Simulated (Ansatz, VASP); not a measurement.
**Cross-check of GaCuSe2 between VASP and Ansatz**

Wanted: the spread between two codes on one cell, functional and k mesh. The structure shown comes from an earlier Ansatz run, which isn't shown and may have moved the atoms alone.

Main program and level: Ansatz 0.2.0; plane waves, with VASP 6.6.1 beside it; elastic constants at LDA.

## 1. The structure

It takes space group I-42d (No. 122, tetragonal). The conventional cell has a = 5.509 Å, b = 5.509 Å, c = 10.955 Å, α = 90.00°, β = 90.00°, γ = 90.00°. Ga has 4 Se at 2.41 Å nearest. Cu has 4 Se at 2.35 Å nearest. Nearest to Se lie 2 Cu at 2.35 Å and 2 Ga at 2.41 Å. Farther neighbours and most contacts between anions are not listed.

## 2. Ansatz: elastic constants, LDA

Ansatz runs on its default PAW (the set named soft_2) files.

Elastic constants are differences of stresses under small strains, so they test the stress and the mesh.

The input, input.yaml:

```yaml
crystal:
  lattice:
    - [-2.7544205109, 2.7544205109, 5.4774074733]
    - [2.7544205109, -2.7544205109, 5.4774074733]
    - [2.7544205109, 2.7544205109, -5.4774074733]
  atoms:
    - { symbol: Ga, position: [0.5, 0.5, 0.0] }
    - { symbol: Ga, position: [0.25, 0.75, 0.5] }
    - { symbol: Cu, position: [0.0, 0.0, 0.0] }
    - { symbol: Cu, position: [0.75, 0.25, 0.5] }
    - { symbol: Se, position: [0.375, 0.3660882011, 0.4910882011] }
    - { symbol: Se, position: [0.6339117989, 0.125, 1.0089117989] }
    - { symbol: Se, position: [0.875, 0.8839117989, 0.5089117989] }
    - { symbol: Se, position: [0.1160882011, 0.625, -0.0089117989] }
kpoints:
  mp_grid: { grid: [4, 4, 4] }
hamiltonian:
  xc: lda
scf:
  occupations: { method: gaussian, width: 0.01 }
output:
  forces: true
  stress: true
  eigenvalues: true
elastic:
  mode: relaxed_ion
  stencil: two_point
```

Started as:

```sh
ansatz run input.yaml --threads 4 --pin off --max-ram 16384MiB --backend cpu --events-out ev --progress --plain --runs-dir out
```

Numbers of over 12 decimals in the logs are rounded to 6 here.

The program printed:

```text
Engine: ansatz 0.2.0, aarch64-unknown-linux-gnu
Pseudopotentials: kind: paw
Pseudopotential: Ga, paw, valence charge 13, recommended cutoff 420 eV (normal), Ga.paw.azcp
Pseudopotential: Cu, paw, valence charge 19, recommended cutoff 420 eV (normal), Cu.paw.azcp
Pseudopotential: Se, paw, valence charge 16, recommended cutoff 420 eV (normal), Se.paw.azcp
Functional definition: SPW92
  exchange = slater_x
  correlation = pw_c
Crystal: 8 atoms, lattice volume = 166.225 Å³
Basis set: ecut = 420 eV, 3243 PW (Γ)
Bands: 77, of which v1, the nominal top of the filled ones, is band 64 counted from 1 (63 counted from 0)
Symmetry: 8 space group operations
Space group: I-42d (ITA 122), of the structure as read, at distance tolerance 5.5e-5 Å
k-points: 13 of 64 (time reversal used)
Non-local potential: Ga, projectors of the file, l = 0: 2, l = 1: 2, l = 2: 3, l = 3: 1
Non-local potential: Cu, projectors of the file, l = 0: 3, l = 1: 2, l = 2: 3, l = 3: 1
Non-local potential: Se, projectors of the file, l = 0: 2, l = 1: 2, l = 2: 3, l = 3: 1
PAW form: soft (Blöchl's): semilocal exchange-correlation on the pseudo side does not see the compensation charge
PAW frozen core: Ga, regenerated for the run's functional, and the local potential with it (the file was generated under x = pbe(κ = 0.804, μ = 0.219515), c = pbe(β = 0.066725))
PAW frozen core: Cu, regenerated for the run's functional, and the local potential with it (the file was generated under x = pbe(κ = 0.804, μ = 0.219515), c = pbe(β = 0.066725))
PAW frozen core: Se, regenerated for the run's functional, and the local potential with it (the file was generated under x = pbe(κ = 0.804, μ = 0.219515), c = pbe(β = 0.066725))
PAW one-centre angular grid: Ga, 590 points (default); XC on 64 Gauss nodes
PAW one-centre angular grid: Cu, 590 points (default); XC on 64 Gauss nodes
PAW one-centre angular grid: Se, 590 points (default); XC on 64 Gauss nodes
Initial density: superposition of atomic densities (neutral atoms: chi_scale 0, normalization atom), corrected by the library's trained network
Initial wavefunctions: pseudopotential atomic-orbital guess
Functional: x = slater, c = lda
SCF iter   1: F=—  HF=-42062.081294 eV  |F-HF|=—  |Δ(HF+E_count)|=         —  Δρ=1.06e-2  dr2=9.78e-2  ethr=1.77e-3  ⟨swp⟩=6.1  Hψ=3573  notcnv=0
preconditioner: auto → Resta (q_TF=auto, 2.612 Å⁻¹)  ε∞=4.9  [insulator: Δε(μ)=0.084 eV  Ē_g=12.407 eV  σ=0.010 eV  W_gap=1.00  n_scr=44 (ndim 8)  ℏωp=24.4 eV  f_vac=0.110  D(μ)=0.00/eV (n_scr^D=0)  ε∞_Penn≈4.9]
SCF iter   2: F=—  HF=-42062.085037 eV  |F-HF|=—  |Δ(HF+E_count)|=   3.74e-3  Δρ=9.32e-3  dr2=9.90e-2  ethr=7.64e-5  ⟨swp⟩=2.8  Hψ=2113  notcnv=0  defer=83
SCF iter   3: F=—  HF=-42062.061700 eV  |F-HF|=—  |Δ(HF+E_count)|=   2.33e-2  Δρ=2.77e-3  dr2=6.10e-3  ethr=7.64e-5  ⟨swp⟩=2.1  Hψ=1817  notcnv=0  defer=83
SCF iter   4: F=—  HF=-42062.060451 eV  |F-HF|=—  |Δ(HF+E_count)|=   1.25e-3  Δρ=5.41e-4  dr2=2.45e-4  ethr=4.77e-6  ⟨swp⟩=2.0  Hψ=1361  notcnv=0  defer=87
SCF iter   5: F=—  HF=-42062.060383 eV  |F-HF|=—  |Δ(HF+E_count)|=   6.75e-5  Δρ=1.42e-4  dr2=2.35e-5  ethr=1.91e-7  ⟨swp⟩=3.1  Hψ=1884  notcnv=0  defer=87
SCF iter   6: F=—  HF=-42062.060371 eV  |F-HF|=—  |Δ(HF+E_count)|=   1.18e-5  Δρ=5.25e-5  dr2=3.73e-6  ethr=1.84e-8  ⟨swp⟩=2.0  Hψ=1127  notcnv=0  defer=87
SCF iter   7: F=—  HF=-42062.060407 eV  |F-HF|=—  |Δ(HF+E_count)|=   3.53e-5  Δρ=1.81e-5  dr2=6.28e-7  ethr=2.91e-9  ⟨swp⟩=2.2  Hψ=1424  notcnv=0  defer=87
SCF iter   8: F=—  HF=-42062.060407 eV  |F-HF|=—  |Δ(HF+E_count)|=   1.86e-9  Δρ=3.43e-6  dr2=3.31e-8  ethr=4.90e-10  ⟨swp⟩=2.1  Hψ=1605  notcnv=0  defer=87
SCF iter   9: F=—  HF=-42062.060407 eV  |F-HF|=—  |Δ(HF+E_count)|=   2.92e-9  Δρ=2.00e-6  dr2=5.06e-9  ethr=2.59e-11  ⟨swp⟩=2.1  Hψ=1652  notcnv=0  defer=87
SCF iter  10: F=—  HF=-42062.060407 eV  |F-HF|=—  |Δ(HF+E_count)|=  3.27e-10  Δρ=4.81e-7  dr2=3.14e-10  ethr=3.96e-12  ⟨swp⟩=2.9  Hψ=1722  notcnv=0  defer=87
SCF iter  11: F=—  HF=-42062.060407 eV  |F-HF|=—  |Δ(HF+E_count)|=  5.09e-11  Δρ=2.80e-7  dr2=8.08e-11  ethr=2.46e-13 (applied; sched 1.00e-12)  ⟨swp⟩=2.2  Hψ=1740  notcnv=0  defer=87
SCF iter  12: F=—  HF=-42062.060407 eV  |F-HF|=—  |Δ(HF+E_count)|=  2.18e-11  Δρ=4.16e-8  dr2=3.30e-12  ethr=6.31e-14 (applied; sched 1.00e-12)  ⟨swp⟩=2.0  Hψ=1125  notcnv=0  defer=87
SCF iter  13: F=—  HF=-42062.060407 eV  |F-HF|=—  |Δ(HF+E_count)|=    0.00e0  Δρ=1.30e-8  dr2=3.50e-13  ethr=2.58e-15 (applied; sched 1.00e-12)  ⟨swp⟩=2.1  Hψ=1302  notcnv=0  defer=87
SCF iter  14: F=-42062.060407 eV  HF=-42062.060407 eV  |F-HF|=0.00e0  |Δ(HF+E_count)|=  1.46e-11  Δρ=7.37e-9  dr2=7.36e-14  ethr=1.00e-12  ⟨swp⟩=8.9  Hψ=4614  notcnv=0
SCF 1 converged in 14 iterations: F = -42062.060407 eV  dr2 = 7.36e-14
[...]
iter 1 solved again at ethr=1.00e-12 eV; its pass at ethr=3.10e-3 eV (dr2=2.77e-13 eV) is discarded
SCF iter   1: F=—  HF=-42062.060293 eV  |F-HF|=—  |Δ(HF+E_count)|=         —  Δρ=1.57e-9  dr2=3.91e-15  ethr=1.00e-12  ⟨swp⟩=3.0  Hψ=5340  notcnv=0
SCF iter   2: F=-42062.060293 eV  HF=-42062.060293 eV  |F-HF|=7.28e-12  |Δ(HF+E_count)|=  7.28e-12  Δρ=1.11e-9  dr2=1.97e-15  ethr=1.00e-12  ⟨swp⟩=5.9  Hψ=5504  notcnv=0
SCF 51 converged in 2 iterations: F = -42062.060293 eV  dr2 = 1.97e-15
SCF converged after 10 iterations
Free energy (F): -42062.060407 eV
Harris-Foulkes:  -42062.060407 eV  (|F-HF|=7.28e-12)
Internal energy: -42062.060407 eV  (E = F + TS)
E sigma→0 (E₀):  -42062.060407 eV
Fermi energy:    9.274462 eV
--- Per-component energies (eV) ---
  E_band       = -2595.600682
  E_kinetic    = 1315.095040
  E_local      = -24663.274799  (includes V_loc(G=0)·N_el)
  E_nonlocal   = -697.455989
  E_hartree    = 11548.506602
  E_xc         = -730.609052
  E_vxc        = -742.977659  (∫ρ·V_xc dr)
  E_paw        = -14334.597504  (= ΣΔE_a)
  E_vpaw       = -903.998365  (= ΣTr[D̂ρ^β])
  E_aug_tail   = -0.002108  (compensation charges beyond the density's cutoff)
  E_ewald      = -14512.948326
  E_core_change = 13.225729  (= ΣΔE_core)
  E_smearing   = -0.000000  (= −TS)
  E_closure    = 0.000000  (closes the sum)
  Σ components = -42062.060407   (vs F -42062.060407, Δ=0.00e0)
--- Forces (eV/Å), atoms counted from 1 ---
  atom   1  Ga     0.00000000     0.00000000    -0.00000000
  atom   2  Ga     0.00000000    -0.00000000    -0.00000000
  atom   3  Cu     0.00000000     0.00000000    -0.00000000
  atom   4  Cu     0.00000000     0.00000000     0.00000000
  atom   5  Se     0.00000000     0.00000000    -0.00000000
  atom   6  Se    -0.00000000    -0.00000000    -0.00000000
  atom   7  Se    -0.00000000     0.00000000    -0.00000000
  atom   8  Se    -0.00000000     0.00000000    -0.00000000
  max |Σ_I F_I| component: 3.94e-17 eV/Å
--- Stress (GPa, compression-positive) ---
       -0.003873      -0.000000       0.000000
       -0.000000      -0.003873       0.000000
        0.000000      -0.000000       0.012071
  P = ⅓ Tr σ = 0.0014 GPa (0.014 kbar)
--- Band table (eV; the first three rows and the last of 13) ---
  k-point 0: bands = [... 60 lower, 7.3073, 9.0984, 9.0984, 9.1891, 9.3598, 10.9045, 11.2668, 13.0835, ... 9 higher]
  k-point 1: bands = [... 60 lower, 7.6184, 7.7156, 8.4122, 8.9184, 10.8760, 11.2547, 12.3283, 12.7432, ... 9 higher]
  k-point 2: bands = [... 60 lower, 8.2329, 8.2329, 8.6051, 8.6051, 10.2335, 10.2335, 12.5087, 12.5087, ... 9 higher]
  k-point 12: bands = [... 60 lower, 7.7795, 7.7795, 8.1114, 8.1114, 10.8833, 10.8833, 10.9089, 10.9089, ... 9 higher]
--- Elastic constants: 4 strain directions × 2 members + reference (group order 8) ---
  dense FFT box of the reference and of every strained cell: 45×45×45
  strains applied: 11, 33, 23, 12; error gains: componentwise 1.00 (the most a stress slope's error grows in a printed constant), spectral 1.41 (1 for all six strains in a standard setting)
  reference relaxed by the batch: 3 steps; max|allowed force component| 4.71e-4 eV/Å at the deck's positions, 3.28e-8 at the last accepted step, 3.24e-9 by the solve of record
  largest displacement 4.6e-5 Å; the constants are those of the deck's cell at these positions:
  atoms:
    - { symbol: Ga, position: [0.5, 0.5, 0] }
    - { symbol: Ga, position: [0.250000, 0.75, 0.5] }
    - { symbol: Cu, position: [0, 0, 0] }
    - { symbol: Cu, position: [0.75, 0.250000, 0.5] }
    - { symbol: Se, position: [0.375000, 0.366080, 0.491080] }
    - { symbol: Se, position: [0.633920, 0.125000, 1.008920] }
    - { symbol: Se, position: [0.875, 0.883920, 0.508920] }
    - { symbol: Se, position: [0.116080, 0.625, -0.00892007] }
  C = ∂σ_k/∂η_j (tension-positive GPa; Voigt order 11 22 33 23 13 12):
       106.259     64.412     64.107      0.000      0.000      0.000
        64.412    106.259     64.107      0.000      0.000      0.000
        64.145     64.145    105.646      0.000      0.000      0.000
         0.000     -0.000      0.000     45.526      0.000      0.000
         0.000      0.000      0.000      0.000     45.526     -0.000
        -0.000      0.000      0.000      0.000      0.000     45.925
  reference stress σ⁰ (GPa):      0.004      0.004     -0.012      0.000     -0.000      0.000
  C* (energy form; C + prestress term) asymmetry max|C*_kj − C*_jk| = 2.215e-2 GPa — a small one proves nothing (zero by symmetry where the batch's group is 432, −43m or m−3m); a large one is finite-difference/SCF noise where every solve meets its electron count
  moduli (Voigt/Reuss/Hill, GPa): K = 78.17/78.16/78.17   G = 35.76/30.99/33.38   E = 87.66   ν = 0.313
  mechanically stable: yes (min eigenvalue of sym C = 41.82 GPa)
  the stresses are not corrected for the forces that the relaxations left standing (`elastic.f_tol`)
  strain η (Voigt 11):  stress-route row diagonal C_11 = 106.26 GPa, energy-path curvature d²(F+E_count+ΔE)/dδ²/Ω₀ = 106.49 GPa
         δ    σ_11 (GPa)             F (eV)   n_scf  n_hpsi   n_pw
    -2.000e-3      -0.2094      -42062.0601909       2   11129   3274   relax 5 steps, max|allowed force component| 2.43e-6 eV/Å
     2.000e-3       0.2157      -42062.0601656       2   11168   3290   relax 3 steps, max|allowed force component| 1.30e-5 eV/Å
  strain η (Voigt 33):  stress-route row diagonal C_33 = 105.65 GPa, energy-path curvature d²(F+E_count+ΔE)/dδ²/Ω₀ = 105.15 GPa
         δ    σ_33 (GPa)             F (eV)   n_scf  n_hpsi   n_pw
    -2.000e-3      -0.2240      -42062.0601636       2    8082   3266   relax 2 steps, max|allowed force component| 7.21e-6 eV/Å
     2.000e-3       0.1986      -42062.0601967       2    8119   3282   relax 3 steps, max|allowed force component| 5.96e-8 eV/Å
  strain η (Voigt 23):  stress-route row diagonal C_44 = 45.53 GPa, energy-path curvature d²(F+E_count+ΔE)/dδ²/Ω₀ = 45.26 GPa
         δ    σ_23 (GPa)             F (eV)   n_scf  n_hpsi   n_pw
    -2.000e-3      -0.0911      -42062.0602966       2   14880   3278   relax 7 steps, max|allowed force component| 3.56e-5 eV/Å
     2.000e-3       0.0911      -42062.0602966       2   14868   3278   relax 7 steps, max|allowed force component| 3.56e-5 eV/Å
  strain η (Voigt 12):  stress-route row diagonal C_66 = 45.93 GPa, energy-path curvature d²(F+E_count+ΔE)/dδ²/Ω₀ = 45.98 GPa
         δ    σ_12 (GPa)             F (eV)   n_scf  n_hpsi   n_pw
    -2.000e-3      -0.0919      -42062.0602933       2   11170   3280   relax 6 steps, max|allowed force component| 1.84e-5 eV/Å
     2.000e-3       0.0919      -42062.0602933       2   11144   3280   relax 6 steps, max|allowed force component| 1.84e-5 eV/Å
```

The column dr2 measures how far the density is from self-consistency, as an energy; F and HF (Harris–Foulkes) agree once it is small.

(Continued in part 2 of 2.)

[Lines on the potential files, build, host, timing and source positions are cut from VASP's logs without a mark.]

[Logs are printed without paths, hosts, clocks, repeated set-up lines and the standing remarks that a program may print on its own settings, such as how far it seeks lower states.]

[Hosts, paths, dates, database ids (printed as entryN), source tags and the programs' standing remarks are cut or masked in the printed files.]
